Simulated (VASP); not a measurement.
An input for Ansatz (written as the equivalent of a VASP run, and not itself run):

Ansatz 0.2 input:
```yaml
crystal:
  lattice:
    - [0.0000000, 2.6777449, 2.6777449]
    - [2.6777449, 0.0000000, 2.6777449]
    - [2.6777449, 2.6777449, 0.0000000]
  atoms:
    - { symbol: Na, position: [0.0000000, 0.0000000, 0.0000000] }
    - { symbol: Cl, position: [0.5000000, 0.5000000, 0.5000000] }
kpoints:
  mp_grid: { grid: [9, 9, 9] }
hamiltonian:
  xc: pbesol
  pseudopotentials: { kind: paw }
scf:
  occupations: { method: gaussian, width: 0.05 }
  max_iter: 100
relax:
  max_steps: 40
  f_tol: 0.02
  cell: { p_target: 5 }
output: { forces: true, stress: true, eigenvalues: true }
```

Q: Write the VASP files for the same calculation (PBEsol).

A: One answer among several that fit: 
INCAR:
```
! general
SYSTEM  = NaCl
PREC    = Accurate
ENCUT   = 500
LREAL   = .FALSE.
LASPH   = .TRUE.

! electronic loop
EDIFF   = 1E-6
NELM    = 100
ALGO    = Normal

! smearing
ISMEAR  = 0
SIGMA   = 0.05

! functional
GGA     = PS

! ions
IBRION  = 2
NSW     = 40
ISIF    = 3
EDIFFG  = -0.02
PSTRESS = 50

! output
LWAVE   = .FALSE.
LCHARG  = .FALSE.
```

### POSCAR
```
NaCl
1
    0.0000000000     2.6777449179     2.6777449179
    2.6777449179    -0.0000000000     2.6777449179
    2.6777449179     2.6777449179     0.0000000000
Na Cl
1 1
Direct
  0.0000000000   0.0000000000   0.0000000000
  0.5000000000   0.5000000000   0.5000000000
```

### KPOINTS
```
Automatic mesh
0
Gamma
9 9 9
0 0 0
```

POTCAR, in this order: Na_pv Cl (PBE.64 set). Program: vasp_std.

Limits of the translation: each code has its own PAW files, so the cut-off isn't converted (ENCUT is set for VASP's; basis.ecutwfc is left out, and Ansatz then takes the one that its files recommend); Ansatz stops its SCF on the density residual and VASP on the energy change (EDIFF).

The compound is NaCl in the rock salt structure. It was relaxed first under an external pressure of 5 GPa.
